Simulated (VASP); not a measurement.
All values below come from PBE GGA, VASP's PBE PAW potentials (set 64) (plane waves; VASP).

VASP input:

### INCAR
```
LMAXMIX = 6
LASPH = .True.   ! aspherical one-centre terms
LREAL = .False.   ! projection in real space or not
ISIF = 2
LCHARG = .False.
GGA = PE   ! PBE
SIGMA = 0.1
LWAVE = .False.
PREC = Accurate
ENCUT = 520
NELM = 100   ! most electronic steps
SYSTEM = PtAl2
ISMEAR = 1
EDIFF = 1E-6   ! SCF stop (eV)
ALGO = Normal   ! blocked Davidson
```

File KPOINTS:
```
Automatic
0
G
  8 8 8
```

### POSCAR
```
PtAl2
1
    0.0000000000     2.9458750000     2.9097330000
    2.9896130000     0.0000000000     2.9097330000
    2.9896130000     2.9458750000     0.0000000000
Al Pt
2 1
Direct
  0.2500000000   0.2500000000   0.2500000000
  0.7500000000   0.7500000000   0.7500000000
 -0.0152690000   0.0152690000   0.0152690000
```

POTCAR, in this order: Al Pt_pv (PBE.64 set). Program: vasp_std.

What VASP printed:

OSZICAR:
```
       N       E                     dE             d eps       ncg     rms          rms(c)
DAV:   1     0.898568274765E+02    0.89857E+02   -0.13004E+04  3602   0.132E+03
DAV:   2    -0.131616038995E+02   -0.10302E+03   -0.99542E+02  3557   0.282E+02
DAV:   3    -0.166834336978E+02   -0.35218E+01   -0.34630E+01  3796   0.459E+01
DAV:   4    -0.167190756186E+02   -0.35642E-01   -0.35627E-01  3518   0.496E+00
DAV:   5    -0.167198489114E+02   -0.77329E-03   -0.77299E-03  3887   0.661E-01    0.166E+01
DAV:   6    -0.162555817322E+02    0.46427E+00   -0.34861E+00  3067   0.168E+01    0.215E+00
DAV:   7    -0.161852208386E+02    0.70361E-01   -0.29390E-01  3123   0.500E+00    0.244E+00
DAV:   8    -0.161684285523E+02    0.16792E-01   -0.27974E-02  3627   0.165E+00    0.267E-01
DAV:   9    -0.161686504689E+02   -0.22192E-03   -0.50737E-03  3340   0.644E-01    0.358E-01
DAV:  10    -0.161684721979E+02    0.17827E-03   -0.12505E-03  3214   0.349E-01    0.473E-02
DAV:  11    -0.161684897896E+02   -0.17592E-04   -0.58145E-05  3482   0.593E-02    0.145E-02
DAV:  12    -0.161684904946E+02   -0.70502E-06   -0.50193E-06  3375   0.221E-02
   1 F= -.16168490E+02 E0= -.16168538E+02  d E =0.142648E-03
```

File OUTCAR:
```
------------------------ aborting loop because EDIFF is reached ----------------------------------------
  FORCE on cell =-STRESS in cart. coord.  units (eV):
  Direction    XX          YY          ZZ          XY          YZ          ZX
  --------------------------------------------------------------------------------------
  Total        0.9890700      1.2355618      1.4475790      0.0000000      0.0000000      0.0000000
  in kB       30.9189813     38.6244802     45.2522772      0.0000000      0.0000000      0.0000000
  external PRESSURE =      38.2652462 kB  Pullay stress =       0.0000000 kB
  volume of cell :       51.25
      direct lattice vectors                 reciprocal lattice vectors
     0.000000000  2.945875000  2.909733000    -0.167245727  0.169728858  0.171837072
     2.989613000  0.000000000  2.909733000     0.167245727 -0.169728858  0.171837072
     2.989613000  2.945875000  0.000000000     0.167245727  0.169728858 -0.171837072
 POSITION                                       TOTAL-FORCE (eV/Angst)
 -----------------------------------------------------------------------------------
      1.49481      1.47294      1.45487         0.417114      0.000000     -0.000000
      4.48442      4.41881      4.36460         0.417114      0.000000      0.000000
      0.09130      2.94588      2.90973        -0.834228      0.000000      0.000000
 -----------------------------------------------------------------------------------
    total drift:                                0.000105     -0.000000     -0.000000
  FREE ENERGIE OF THE ION-ELECTRON SYSTEM (eV)
  ---------------------------------------------------
  free  energy   TOTEN  =       -16.1684904946 eV

  energy  without entropy=      -16.1686331423  energy(sigma->0) =      -16.16853804
```
(Selected blocks of OUTCAR.)

The compound is PtAl2 in the fluorite structure. The cell was not relaxed at this level, atoms are displaced from their ideal sites. The run is one of a series of settings (ENCUT = 520, POTCAR Al Pt_pv (PBE.64 set) against the base run), some of them coarse on purpose.
